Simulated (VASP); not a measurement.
All values below come from optB88-vdW, VASP's PBE PAW potentials (set 64) (plane waves; VASP 6.6.1).

VASP ran on this input.

### INCAR
```
AGGAC = 0.0
ALGO = Normal
EDIFF = 1E-7
ENCUT = 520
GGA = BO
ISIF = 2
ISMEAR = -5
LASPH = .TRUE.
LCHARG = .TRUE.
LMAXMIX = 6
LORBIT = 11
LREAL = .FALSE.
LUSE_VDW = .TRUE.
LWAVE = .FALSE.
NEDOS = 601
NELM = 100
PARAM1 = 0.1833333333
PARAM2 = 0.22
PREC = Accurate
SYSTEM = Tm
```

### POSCAR
```
Tm
1
    1.7647217407    -3.0565877860     0.0000000000
    1.7647217407     3.0565877860     0.0000000000
    0.0000000000     0.0000000000     5.4409074602
Tm
2
Direct
  0.3333330000   0.6666670000   0.2500000000
  0.6666670000   0.3333330000   0.7500000000
```

### KPOINTS
```
Regular mesh
0
G
  13 13 8
0 0 0
```

POTCAR, in this order: Tm_3 (PBE.64 set). Program: vasp_std.

The 4f electrons are frozen in the core of the lanthanide potential, so 4f levels, which can set the real gap, and their magnetism are missing.

Problem. Predict the energy per atom (σ→0), band gap (on the k-mesh).

Solution. 
```json
{
  "energy per atom (σ→0)": "-1.800 eV/atom",
  "band gap (on the k-mesh)": "none (metal, semimetal or under 0.01 eV)"
}
```

File OSZICAR:
```
...
DAV:   7    -0.360002456657E+01   -0.22679E-01   -0.49159E-02  4151   0.253E+00    0.358E-01
DAV:   8    -0.360041851470E+01   -0.39395E-03   -0.29080E-03  3590   0.472E-01    0.887E-02
DAV:   9    -0.360051895031E+01   -0.10044E-03   -0.21874E-04  3253   0.142E-01    0.271E-02
DAV:  10    -0.360053290611E+01   -0.13956E-04   -0.44753E-05  3826   0.597E-02    0.380E-02
DAV:  11    -0.360053351147E+01   -0.60536E-06   -0.51789E-06  3438   0.204E-02    0.176E-03
DAV:  12    -0.360053399556E+01   -0.48409E-06   -0.48827E-07  3749   0.602E-03    0.145E-03
DAV:  13    -0.360053400670E+01   -0.11140E-07   -0.13537E-08  1815   0.117E-03
   1 F= -.36005340E+01 E0= -.36005340E+01  d E =0.000000E+00
```

The compound is Tm in the hcp structure. It was relaxed first.
